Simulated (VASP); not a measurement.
Input:

```
WC
1.0
    1.45500    -2.52013     0.00000
    1.45500     2.52013     0.00000
    0.00000     0.00000     2.84000
W C
1 1
Direct
  0.00000   0.00000   0.00000
  0.33333   0.66667   0.50000
```

All values below come from optB88-vdW, VASP's PBE PAW potentials (set 64) (plane waves; VASP). Numerical set-up: 520 eV cut-off, 13×13×12 Γ-centred mesh, first-order Methfessel-Paxton smearing of 0.10 eV, potentials W_sv C.

Q: The ions, cell shape and volume are relaxed. Give the cell that the relaxation ends in.

A: 
```
WC
1.0
    1.46464    -2.53682     0.00000
    1.46464     2.53682     0.00000
    0.00000     0.00000     2.85331
W C
1 1
Direct
  0.00000   0.00000   0.00000
  0.33333   0.66667   0.50000
```
Space group P-6m2 (187), at a tolerance of 0.03 Å.

Q: How do energy and volume change from the first to the last step?

A: The energy (σ→0) changes by -4.1 meV/atom and the volume by +1.8 %, in 6 ionic steps.

The compound is WC in the wc structure. This run relaxes it. Symmetry was kept, so distortions that lower it aren't found.
